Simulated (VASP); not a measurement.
Here is the system:

```
CELL_PARAMETERS angstrom
      1.47500    -2.55477     0.00000
      1.47500     2.55477     0.00000
      0.00000     0.00000     4.68000
ATOMIC_POSITIONS crystal
  Ti 0.33333 0.66667 0.25000
  Ti 0.66667 0.33333 0.75000
```

All values below come from TPSS meta-GGA, VASP's PBE PAW potentials (set 64) (plane waves; VASP). Run with 520 eV cut-off, 13×13×7 Γ-centred mesh, first-order Methfessel-Paxton smearing of 0.10 eV, potentials Ti_sv.

Energy and stress use the plane-wave basis of the starting cell.

Question: The ions, cell shape and volume are relaxed. Which structure does the run end with?

Answer: 
```
CELL_PARAMETERS angstrom
      1.45759    -2.52462     0.00000
      1.45759     2.52462     0.00000
      0.00000     0.00000     4.62213
ATOMIC_POSITIONS crystal
  Ti 0.33333 0.66667 0.25000
  Ti 0.66667 0.33333 0.75000
```
Space group P6_3/mmc (194), at a tolerance of 0.03 Å.

Question: How do energy and volume change from the first to the last step?

Answer: The energy (σ→0) changes by -8.1 meV/atom and the volume by -3.6 %, in 4 ionic steps.

The compound is Ti in the hcp structure. This run relaxes it. Symmetry was kept, so distortions that lower it aren't found.
